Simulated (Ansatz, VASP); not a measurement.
Given: the input of a run of Ansatz 0.2.0 on Mg6CoBi. The cell comes from a database or a generator and needn't be the stable form of this composition.

The input input.yaml:

```yaml
crystal:
  lattice:
    - [4.850103, 0.0, 0.0]
    - [0.0, 3.1498015, 5.5314175]
    - [0.0, -3.1498015, 5.5314175]
  atoms:
    - { symbol: Bi, position: [0.5, 0.671088, 0.671088] }
    - { symbol: Co, position: [0.0, 0.864657, 0.864657], spin: 2.0 }
    - { symbol: Mg, position: [0.5, 0.169778, 0.169778] }
    - { symbol: Mg, position: [0.5, 0.675905, 0.142953] }
    - { symbol: Mg, position: [0.5, 0.142953, 0.675905] }
    - { symbol: Mg, position: [0.0, 0.332437, 0.332437] }
    - { symbol: Mg, position: [0.0, 0.837152, 0.30603] }
    - { symbol: Mg, position: [0.0, 0.30603, 0.837152] }
hamiltonian:
  xc: pbe
  pseudopotentials: { kind: paw }
magnetization:
  spin_polarized: true
kpoints:
  mp_grid: { grid: [6, 5, 5] }
scf:
  occupations: { method: fermi_dirac, width: 0.05 }
output:
  forces: true
  stress: true
  eigenvalues: true
  write_density: true
  write_potential: true
  elf: true
  volumetric_format: npy
```

Potentials or basis: Ansatz PAW.

Launch:

```console
$ ansatz run input.yaml --threads 4 --pin off --max-ram 10240MiB --backend cpu --events-out ev --progress --plain --runs-dir out
```

Problem. What does the same run look like in VASP 6.6.1? Potentials or basis there: PBE PAW files Bi_d, Co, Mg, 520 eV.

Solution. As run (cutoffs and basis follow the program's own potentials, and thresholds, step limits or extra output files can differ):

File INCAR:

```
SYSTEM = Mg6CoBi
ALGO = Normal
EDIFF = 1E-7
ENCUT = 520
GGA = PE
ISIF = 2
ISMEAR = -1
ISPIN = 2
LASPH = .True.
LCHARG = .False.
LMAXMIX = 4
LORBIT = 11
LREAL = .False.
LWAVE = .False.
MAGMOM = 0 2 0 0 0 0 0 0
NBANDS = 32
NELM = 150
PREC = Accurate
SIGMA = 0.05
```

The input KPOINTS:

```
k-points
0
Gamma
  6 5 5
  0 0 0
```

POSCAR

```
Mg6CoBi
1.0
    4.8501030000      0.0000000000      0.0000000000
    0.0000000000      3.1498015000      5.5314175000
    0.0000000000     -3.1498015000      5.5314175000
Bi Co Mg
1 1 6
Direct
    0.5000000000      0.6710880000      0.6710880000
    0.0000000000      0.8646570000      0.8646570000
    0.5000000000      0.1697780000      0.1697780000
    0.5000000000      0.6759050000      0.1429530000
    0.5000000000      0.1429530000      0.6759050000
    0.0000000000      0.3324370000      0.3324370000
    0.0000000000      0.8371520000      0.3060300000
    0.0000000000      0.3060300000      0.8371520000
```

Potentials or basis: VASP PAW PBE potentials, release 64 (Bi_d, Co, Mg).

Launch:

```bash
$ cat potpaw_PBE.64/Bi_d/POTCAR potpaw_PBE.64/Co/POTCAR potpaw_PBE.64/Mg/POTCAR > POTCAR
$ mpirun -np 1 vasp_std > vasp.out
```

Both were run:

|  | Ansatz | VASP |
| --- | --- | --- |
| Pressure | 0.6 GPa | 0.5 GPa |
| Largest force | 0.082 eV/Å | 0.079 eV/Å |
| Net moment | 1.04 μB per cell | 1.02 μB per cell |

Ansatz's pressure holds a Pulay term of +0.02 GPa for its cutoff of 420 eV, which the other run lacks.

The potentials hold 92 and 36 valence electrons a cell.

Where Ansatz's input types no cutoff or centring, it takes its own default and a Γ-centred mesh.

The magnetic state is the one that the start led to; the real crystal's order can differ.

Pressure is positive in compression.
